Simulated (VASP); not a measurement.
The system is Sn.

```xyz
2
Lattice="0.0000 3.2333 3.2333 3.2333 0.0000 3.2333 3.2333 3.2333 0.0000" Properties=species:S:1:pos:R:3 pbc="T T T"
Sn    0.0000    0.0000    0.0000
Sn    1.6167    1.6167    1.6167
```

This isn't the form of Sn at room conditions, which is tetragonal (white tin).

* Program: VASP 6.6.1
* Task: relaxation of cell and atoms
* Functional: PBE
* Potentials or basis: VASP PAW PBE potentials, release 64 (Sn)
* Cutoff: 520 eV
* k mesh: 8 × 8 × 8
* Occupations: gaussian, width 0.02 eV
* Spin: no spin polarisation

At the start: pressure 3.8 GPa; volume 33.80 Å³/atom.

How do energy, volume and symmetry change on relaxing?

Over 3 steps the energy falls by 32.8 meV/atom and the volume is 36.79 Å³/atom (+8.8 %); space group Fd-3m (No. 227, to 0.05 Å).

The path:
| step | energy change (eV) | largest force (eV/Å) | pressure (GPa) | volume (Å³) |
| --- | --- | --- | --- | --- |
| 1 | 0.0000 | 0.0000 | 3.82 | 67.61 |
| 2 | -0.0587 | 0.0000 | -0.98 | 75.80 |
| 3 | -0.0656 | 0.0000 | 0.01 | 73.59 |

Final structure:
```xyz
2
Lattice="0.0000 3.3260 3.3260 3.3260 0.0000 3.3260 3.3260 3.3260 0.0000" Properties=species:S:1:pos:R:3 pbc="T T T"
Sn    0.0000    0.0000    0.0000
Sn    1.6630    1.6630    1.6630
```
